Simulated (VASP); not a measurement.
Level of theory: PBE GGA, VASP's PBE PAW potentials (set 64) (plane waves; VASP 6.6.1).

VASP input:

File POSCAR:
```
PtSe2 monolayer
1
    3.7496712757     0.0000000000     0.0000000000
   -1.8748356379     3.2473107050    -0.0000000000
    0.0000000000    -0.0000000000    22.6811993596
Se Pt
2 1
Direct
  0.6666670000   0.3333330000   0.4423384163
  0.3333330000   0.6666670000   0.5576615837
  0.0000000000   0.0000000000   0.5000000000
```

KPOINTS:
```
Automatic
0
G
12 12 1
0 0 0
```

INCAR:
```
# general
SYSTEM   =  PtSe2 monolayer
PREC     =  Normal
ENCUT    =  400   # plane-wave cut-off (eV)
LREAL    =  .FALSE.
LASPH    =  .TRUE.

# electronic loop
EDIFF    =  1E-6   # SCF stop (eV)
NELM     =  100
NELMIN   =  4
ALGO     =  Normal   # blocked Davidson
LMAXMIX  =  6   # l cut-off of mixed one-centre charges

# smearing
ISMEAR   =  0   # Gaussian
SIGMA    =  0.05   # width (eV)

# functional
GGA      =  PE

# output
LWAVE    =  .TRUE.
LCHARG   =  .FALSE.
LORBIT   =  11
LVHAR    =  .TRUE.
```

POTCAR, in this order: Se Pt (PBE.64 set). Program: vasp_std. Read from the step before: WAVECAR.

Output

### OSZICAR
```
       N       E                     dE             d eps       ncg     rms          rms(c)
DAV:   1    -0.142959812972E+02   -0.14296E+02   -0.75885E-04   640   0.482E-01    0.104E-02
DAV:   2    -0.142959772774E+02    0.40198E-05   -0.11879E-05   794   0.320E-02    0.446E-03
DAV:   3    -0.142959762060E+02    0.10713E-05   -0.15066E-06   558   0.114E-02    0.148E-03
DAV:   4    -0.142959753992E+02    0.80682E-06   -0.92441E-07   628   0.537E-03
   1 F= -.14295975E+02 E0= -.14295975E+02  d E =-.445173E-11
```

### OUTCAR
```
------------------------ aborting loop because EDIFF is reached ----------------------------------------
  FORCE on cell =-STRESS in cart. coord.  units (eV):
  Direction    XX          YY          ZZ          XY          YZ          ZX
  --------------------------------------------------------------------------------------
  Total       -0.0756100     -0.0756100     -0.0578225      0.0000000      0.0000000      0.0000000
  in kB       -0.4386384     -0.4386384     -0.3354474      0.0000000      0.0000000      0.0000000
  external PRESSURE =      -0.4042414 kB  Pullay stress =       0.0000000 kB
  volume of cell :      276.17
      direct lattice vectors                 reciprocal lattice vectors
     3.749671276  0.000000000  0.000000000     0.266690045  0.153973563  0.000000000
    -1.874835638  3.247310705  0.000000000     0.000000000  0.307947126  0.000000000
     0.000000000  0.000000000 22.681199360     0.000000000  0.000000000  0.044089379
 POSITION                                       TOTAL-FORCE (eV/Angst)
 -----------------------------------------------------------------------------------
      1.87484      1.08244     10.03277        -0.000000     -0.000000      0.008068
     -0.00000      2.16487     12.64843        -0.000000      0.000000     -0.008068
      0.00000      0.00000     11.34060         0.000000      0.000000      0.000000
 -----------------------------------------------------------------------------------
    total drift:                               -0.000000     -0.000000      0.000000
  FREE ENERGIE OF THE ION-ELECTRON SYSTEM (eV)
  ---------------------------------------------------
  free  energy   TOTEN  =       -14.2959753992 eV

  energy  without entropy=      -14.2959753992  energy(sigma->0) =      -14.29597540

 total charge

# of ion       s       p       d       tot
------------------------------------------
    1        1.477   2.240   0.055   3.772
    2        1.477   2.240   0.055   3.772
    3        0.669   0.680   7.984   9.333
--------------------------------------------------
tot          3.624   5.160   8.093  16.877
```
(Selected blocks of OUTCAR.)

File OUTCAR:
```
 val. band max:       -3.2854340589   @ k =   0.0833   0.0000   0.0000

 cond. band min:      -1.8916610075   @ k =   0.2500  -0.0000   0.0000


 Fermi energy:        -3.0635411258

 k-point     1 :       0.0000    0.0000    0.0000
  band No.  band energies     occupation
      1     -17.1821      2.00000
      2     -15.4159      2.00000
      3      -8.2824      2.00000
      4      -8.2824      2.00000
      5      -8.2380      2.00000
      6      -6.0506      2.00000
      7      -6.0506      2.00000
      8      -4.4683      2.00000
      9      -3.8324      2.00000
     10      -3.2871      2.00000
     11      -3.2870      2.00000
     12      -0.3390      0.00000
     13      -0.3390      0.00000
     14       1.2392      0.00000
     15       2.0012      0.00000

 k-point     2 :       0.0833    0.0000    0.0000
  band No.  band energies     occupation
      1     -17.1100      2.00000
      2     -15.4218      2.00000
      3      -8.2923      2.00000
      4      -8.2377      2.00000
      5      -8.1664      2.00000
      6      -6.1529      2.00000
      7      -6.1051      2.00000
      8      -4.7228      2.00000
      9      -3.7041      2.00000
     10      -3.3244      2.00000
     11      -3.2854      2.00000
     12      -0.8187      0.00000
     13      -0.4482      0.00000
     14       1.5042      0.00000
     15       2.1364      0.00000

 k-point     3 :       0.1667   -0.0000    0.0000
  band No.  band energies     occupation
      1     -16.9030      2.00000
      2     -15.4392      2.00000
      3      -8.2986      2.00000
      4      -8.1183      2.00000
      5      -7.9674      2.00000
      6      -6.5267      2.00000
      7      -6.2181      2.00000
      8      -5.1796      2.00000
      9      -3.4771      2.00000
     10      -3.4195      2.00000
     11      -3.3606      2.00000
     12      -1.6293      0.00000
     13      -0.6451      0.00000
     14       2.0660      0.00000
     15       2.4147      0.00000
...
```

Unless said otherwise, spin-orbit coupling is left out, though it shifts the bands of the heavy elements here.

The cell is a sheet with vacuum, built from PtSe2 (1T layered).
